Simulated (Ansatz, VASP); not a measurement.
# Ti2CO2 (Ti2CO2 MXene bilayer, AA) in two plane-wave programs

Wanted: the spread between two codes on one cell, functional and k mesh. The structure shown is the start of the Ansatz relaxation below; VASP solves that cell, so the two are compared at the walk's first step.

Program: Ansatz 0.2.0. Level of theory: plane waves, with VASP 6.6.1 beside it; single point at PBE with D3(BJ). Results are calculated unless marked as measured.

## Step 1: The structure

The cell holds 10 atoms: 4 O, 4 Ti and 2 C. Cell: a = 3.100 Å, b = 3.100 Å, c = 55.386 Å, α = 90.0°, β = 90.0°, γ = 120.0°. Vacuum lies along c.

## Step 2: Ansatz: relaxation, PBE with D3(BJ)

Ansatz runs on its default PAW (the set named soft_2) files.

The two programs are compared at the cell with which this relaxation starts, whose forces are those of its first step.

File input.yaml:

```yaml
crystal:
  lattice:
    - [3.10024, 0.0, 0.0]
    - [-1.55012, 2.6848865978, 0.0]
    - [0.0, 0.0, 55.3861204531]
  atoms:
    - { symbol: O, position: [0.3333333333, 0.6666666667, 0.3899894021] }
    - { symbol: Ti, position: [0.6666666667, 0.3333333333, 0.4098185217], spin: 1.0 }
    - { symbol: C, position: [0.0, 0.0, 0.431904779] }
    - { symbol: Ti, position: [0.3333333333, 0.6666666667, 0.4539910363], spin: 1.0 }
    - { symbol: O, position: [0.6666666667, 0.3333333333, 0.4738201559] }
    - { symbol: O, position: [0.3333333333, 0.6666666667, 0.5261798441] }
    - { symbol: Ti, position: [0.6666666667, 0.3333333333, 0.5460089637], spin: 1.0 }
    - { symbol: C, position: [0.0, 0.0, 0.568095221] }
    - { symbol: Ti, position: [0.3333333333, 0.6666666667, 0.5901814783], spin: 1.0 }
    - { symbol: O, position: [0.6666666667, 0.3333333333, 0.6100105979] }
  periodic: [true, true, false]
magnetization:
  spin_polarized: true
kpoints:
  mp_grid: { grid: [12, 12, 1] }
hamiltonian:
  xc: pbe
  dispersion: d3bj
scf:
  occupations: { method: fermi_dirac, width: 0.05 }
  convergence: { dr2_threshold: 1.0e-09 }
relax:
  f_tol: 0.004
  max_steps: 90
  cell: {}
output:
  write_potential: true
  write_density: true
  volumetric_format: npy
```

Started as:

```console
$ ansatz run input.yaml --threads 4 --pin off --max-ram 12288MiB --backend cpu --events-out ev --progress --plain --runs-dir out
```

Numbers of over 12 decimals in the logs are rounded to 6 here.

Log:

```text
Warning: relax.cell: scf.convergence.dr2_threshold = 1e-9 eV is looser than the 2.03159561578e-10 eV advised for a relaxation that steers and ends on the stress (1e-10 eV for each atom of the cell: 10, times the square of relax.cell.stress_2d_tol = 0.05 N/m over 22.2 Å (the atoms' height at the walk's start and 5 Å past either face), 2.254e-2 GPa, over a crystal's default 0.05). What an SCF threshold leaves in a stress goes as its square root, and in the free energy as the threshold itself, and one threshold admits the most on a small cell: [figures from the program's tests cut] Set scf.convergence.dr2_threshold to 2.03159561578e-10 eV or tighter. [rest of the remark cut]
Engine: ansatz 0.2.0, aarch64-unknown-linux-gnu
Pseudopotentials: kind: paw
Pseudopotential: O, paw, valence charge 6, recommended cutoff 420 eV (normal), O.paw.azcp
Pseudopotential: Ti, paw, valence charge 12, recommended cutoff 420 eV (normal), Ti.paw.azcp
Pseudopotential: C, paw, valence charge 4, recommended cutoff 420 eV (normal), C.paw.azcp
Functional definition: PBE
  parameter kappa = 0.804
  parameter beta = 0.066725
  exchange = pbe_x(kappa = kappa, mu = beta*pi^2/3)
  correlation = pbe_c(beta = beta)
Crystal: 10 atoms, lattice volume = 461.023 Å³
Basis set: ecut = 420 eV, 8945 PW (Γ), exchange–correlation on 48×48×750 points (8 copies of the dense FFT grid, shifted against one another)
Bands: 52, of which v1, the nominal top of the filled ones, is band 40 counted from 1 (39 counted from 0)
Symmetry: 12 space group operations
Space group: P-3m1 (ITA 164), of the structure as read, at distance tolerance 7.7e-5 Å
Magnetic group: BNS 164.85 (UNI 1315), of the structure as read, at distance tolerance 7.7e-5 Å
k-points: 19 of 144
Non-local potential: O, projectors of the file, l = 0: 2, l = 1: 2, l = 2: 1
Non-local potential: Ti, projectors of the file, l = 0: 3, l = 1: 2, l = 2: 3, l = 3: 1
Non-local potential: C, projectors of the file, l = 0: 2, l = 1: 2, l = 2: 1
PAW form: soft (Blöchl's): semilocal exchange-correlation on the pseudo side does not see the compensation charge
PAW one-centre angular grid: O, 110 points (default); XC on 64 Gauss nodes
PAW one-centre angular grid: Ti, 590 points (default); XC on 64 Gauss nodes
PAW one-centre angular grid: C, 110 points (default); XC on 64 Gauss nodes
Initial density: superposition of atomic densities (neutral atoms: chi_scale 0, normalization atom)
Starting moments: Σ|m| = 4 μB on 4 of 10 sites
Initial wavefunctions: pseudopotential atomic-orbital guess
Functional: x = pbe(κ = 0.804, μ = 0.219515), c = pbe(β = 0.066725)
SCF iter   1: F=—  HF=-12792.265705 eV  |F-HF|=—  |Δ(HF+E_count)|=         —  Δρ=5.99e-2 (↑5.99e-2 ↓4.41e-2)  dr2=5.52e1  dr2_m=1.63e0  M=0.000 μB ∫|m|=0.969 μB  β_m=0.30  ethr=3.10e-3  ⟨swp⟩=10.4  Hψ=10930  notcnv=0
Mixer restart at iter 1: flushing history
preconditioner: auto → Resta (q_TF=auto, 2.038 Å⁻¹)  ε∞=2.5  [insulator: Δε(μ)=1.380 eV  Ē_g=9.830 eV  σ=0.050 eV  W_gap=1.00  n_scr=34 (ndim 8)  ℏωp=12.0 eV  f_vac=0.723  D(μ)=0.00/eV (n_scr^D=0)  ε∞_Penn≈2.5  vacuum switching on, ρ_ref=7.0e-3 e/Å³]
spin=Collinear: Resta preconditioning applied to the charge; magnetization (m = ρ↑ − ρ↓) channel mixes plain (no charge-response kernel on spin).
SCF iter   2: F=—  HF=-12780.790951 eV  |F-HF|=—  |Δ(HF+E_count)|=    1.15e1  Δρ=1.94e-2 (↑1.94e-2 ↓1.59e-2)  dr2=3.08e0  dr2_m=6.98e-1  M=0.000 μB ∫|m|=1.218 μB  β_m=0.33  ethr=3.10e-3  ⟨swp⟩=5.5  Hψ=6042  notcnv=0  defer=252
SCF iter   3: F=—  HF=-12780.654474 eV  |F-HF|=—  |Δ(HF+E_count)|=   1.36e-1  Δρ=1.18e-2 (↑1.12e-2 ↓1.18e-2)  dr2=6.34e-1  dr2_m=3.18e-1  M=0.004 μB ∫|m|=0.979 μB  β_m=0.44  ethr=3.10e-3  ⟨swp⟩=2.8  Hψ=3299  notcnv=0  defer=218
SCF iter   4: F=—  HF=-12781.269961 eV  |F-HF|=—  |Δ(HF+E_count)|=   6.15e-1  Δρ=7.65e-3 (↑6.35e-3 ↓7.65e-3)  dr2=4.07e-1  dr2_m=1.07e-1  M=0.001 μB ∫|m|=0.779 μB  β_m=0.59  ethr=7.92e-4  ⟨swp⟩=3.6  Hψ=3682  notcnv=0  defer=204
SCF iter   5: F=—  HF=-12781.668548 eV  |F-HF|=—  |Δ(HF+E_count)|=   3.99e-1  Δρ=2.56e-3 (↑2.56e-3 ↓1.78e-3)  dr2=1.66e-1  dr2_m=9.68e-3  M=-0.001 μB ∫|m|=0.333 μB  β_m=0.60  ethr=5.08e-4  ⟨swp⟩=3.8  Hψ=4288  notcnv=0  defer=204
SCF iter   6: F=—  HF=-12781.673801 eV  |F-HF|=—  |Δ(HF+E_count)|=         —  Δρ=2.22e-3 (↑2.22e-3 ↓1.64e-3)  dr2=1.01e-1  dr2_m=9.83e-3  M=-0.002 μB ∫|m|=0.242 μB  β_m=0.60  ethr=2.08e-4  ⟨swp⟩=3.9  Hψ=3494  notcnv=0  defer=178
[...]
basis re-selected at this cell: Δ(F+E_penalty+E_count) = +4.768e-4 eV, ΔP = -0.007 N/m vs the last step (what re-selecting the basis moved, of the pressure what is left beyond the Pulay correction that the steps carried, after the strain that the cell walked since its last selection, with what the two solves' SCF thresholds leave and, on support functions, any second-order correction that the steps lacked; it is no m [...]
WARN: The output density's exchange-correlation potential varies sharply where the density is thin. Do not read a vacuum level from v_tot or v_xc, or from such a field of the output density. On a cell that repeats whose density bears no net charge and no dipole along the vacuum's axis use v_es (v_loc + v_h of the components); under efield.dipole_correction with no amplitude use v_es + v_field, which holds any externa [...]
SCF converged after 6 iterations
Magnetization: -0.0000 μB (40.0000 up, 40.0000 down)
Absolute magnetization: 0.0000 μB (∫|ρ↑−ρ↓|, with the PAW one-centre terms)
Spin contamination: 0.0000 ħ² per cell (⟨S²⟩ above its minimum at these occupations)
Per-site moments (μB) at R_I (Å): [(-1.7335805178383085e-8, 0.810232), (2.143801627980778e-8, 0.810232), (-4.2230708279890135e-8, 0.895712), (2.1288346393201217e-8, 0.808227), (-1.5876907137462668e-8, 0.808227), (-1.587690717681857e-8, 0.808227), (2.1288346312087056e-8, 0.808227), (-4.223070828274028e-8, 0.895712), (2.143801622618842e-8, 0.810232), (-1.733580518840707e-8, 0.810232)]
Free energy (F): -12783.458311 eV
Harris-Foulkes:  -12783.458311 eV  (|F-HF|=5.18e-10)
Internal energy: -12783.455582 eV  (E = F + TS)
E sigma→0 (E₀):  -12783.456947 eV
Entropy (-TS):   -0.002729 eV (-0.273 meV/atom)
Fermi energy:    -5.758103 eV
--- Per-component energies (eV) ---
  E_band       = -2074.436115
  E_kinetic    = 1973.125631
  E_local      = -703483.651952  (includes V_loc(G=0)·N_el)
  E_nonlocal   = 261.284159
  E_hartree    = 350496.910337
  E_xc         = -787.921999
  E_vxc        = -992.630526  (∫ρ·V_xc dr)
  E_paw        = -5012.488141  (= ΣΔE_a)
  E_vpaw       = -826.399112  (= ΣTr[D̂ρ^β])
  E_aug_tail   = 0.010498  (compensation charges beyond the density's cutoff)
  E_ewald      = 343771.960548
  E_disp       = -2.684662  (pairwise vdW)
  E_smearing   = -0.002729  (= −TS)
  E_closure    = 0.000000  (closes the sum)
  Σ components = -12783.458311   (vs F -12783.458311, Δ=0.00e0)
--- Forces (eV/Å), atoms counted from 1 ---
  atom   1  O     -0.00000000     0.00000000     0.00144420
  atom   2  Ti     0.00000000     0.00000000    -0.00089649
  atom   3  C      0.00000000    -0.00000000     0.00129194
  atom   4  Ti     0.00000000    -0.00000000    -0.00194461
  atom   5  O      0.00000000    -0.00000000    -0.00016173
  atom   6  O     -0.00000000     0.00000000     0.00016173
  atom   7  Ti    -0.00000000     0.00000000     0.00194461
  atom   8  C      0.00000000     0.00000000    -0.00129194
  atom   9  Ti     0.00000000    -0.00000000     0.00089649
  atom  10  O      0.00000000    -0.00000000    -0.00144420
  max |Σ_I F_I| component: 9.25e-18 eV/Å
--- 2D stress c σ (N/m, compression-positive) ---
       -0.006620      -0.000000      -0.000000
        0.000000      -0.006620      -0.000000
       -0.000000      -0.000000      -0.000000
  P = ½ c Tr σ = -0.0066 N/m
--- Band table (eV; the first three rows and the last of 38) ---
  k-point 0 ↑: bands = [... 36 lower, -5.8572, -5.8572, -5.8382, -5.8382, -5.1889, -5.1889, -5.1786, -5.1786, ... 8 higher]
  k-point 1 ↑: bands = [... 36 lower, -6.6019, -6.5673, -6.3314, -6.3070, -5.0106, -4.9687, -4.7393, -4.7117, ... 8 higher]
  k-point 2 ↑: bands = [... 36 lower, -6.9010, -6.8792, -6.8782, -6.7983, -5.1813, -5.0958, -4.4919, -4.4675, ... 8 higher]
  k-point 18 ↓: bands = [... 36 lower, -8.7643, -8.7643, -8.6323, -8.6323, -4.6647, -4.6597, -4.2253, -4.2253, ... 8 higher]
  the weakly bound empty levels are not read free of the cell's end (no_gap_told)
--- Relaxed structure (10 steps of the walk, 10 accepted, 2 SCFs on fresh bases) ---
  F+E_penalty+E_count = -12783.45831141 eV   max|allowed force component| = 1.945e-3 eV/Å   (the final SCF, on the basis selected at the relaxed cell)
  cell:  # Å, volume = 435.1408 Å³
    - [3.011959, 0, 0]
    - [-1.505980, 2.608433, 0]
    - [0, 0, 55.3861204531]
  atoms:
    - { symbol: O, position: [0.333333, 0.666667, 0.398248] }
    - { symbol: Ti, position: [0.666667, 0.333333, 0.414737] }
    - { symbol: C, position: [8.345974947242738e-18, 0, 0.438217] }
    - { symbol: Ti, position: [0.333333, 0.666667, 0.461715] }
    - { symbol: O, position: [0.666667, 0.333333, 0.478015] }
    - { symbol: O, position: [0.333333, 0.666667, 0.521985] }
    - { symbol: Ti, position: [0.666667, 0.333333, 0.538285] }
    - { symbol: C, position: [-8.34597494724274e-18, 0, 0.561783] }
    - { symbol: Ti, position: [0.333333, 0.666667, 0.585263] }
    - { symbol: O, position: [0.666667, 0.333333, 0.601752] }
```

The column dr2 measures how far the density is from self-consistency, as an energy; F and HF (Harris–Foulkes) agree once it is small.

[end of part 1 of 2]

[Lines on the potential files, build, host, timing and source positions are cut from VASP's logs without a mark.]

[Logs are printed without paths, hosts, clocks, repeated set-up lines and the standing remarks that a program may print on its own settings, such as how far it seeks lower states.]

[Hosts, paths, dates, database ids (printed as entryN), source tags and the programs' standing remarks are cut or masked in the printed files.]
